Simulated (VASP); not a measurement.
Here is the system:

```xyz
2
Lattice="-2.6421 2.6421 1.3462 2.6421 -2.6421 1.3462 2.6421 2.6421 -1.3462" Properties=species:S:1:pos:R:3 pbc="T T T"
Al     0.0000     2.6421     0.6731
Al     0.0000     0.0000     0.0000
```

Method: PBEsol GGA, VASP's PBE PAW potentials (set 64) (plane waves; VASP 6.6.1). Numerical set-up: 400 eV cut-off, Gaussian smearing of 0.050 eV, potentials Al.

### Question
Give the energies of bands 1 to 6 at the high-symmetry points, in eV from the Fermi level.

### Answer

```csv
band,Γ,X,M,Z,P,N
1,-10.05,-7.45,-5.31,-2.90,-2.61,-3.80
2,-0.52,-7.45,-5.31,-2.86,-2.61,-3.76
3,-0.52,1.86,-4.39,-2.04,-2.47,0.18
4,0.07,1.86,-4.39,-2.04,-2.47,0.96
5,2.05,3.49,8.76,-1.71,5.86,1.37
6,8.29,3.49,8.76,7.51,5.86,2.34
```

It has no gap at this level: it comes out as a metal or semimetal.

The structure was generated: Al was put into the beta-Sn type (I4_1/amd), which need not be its known phase. It was relaxed first, which changed the volume by +8 %.
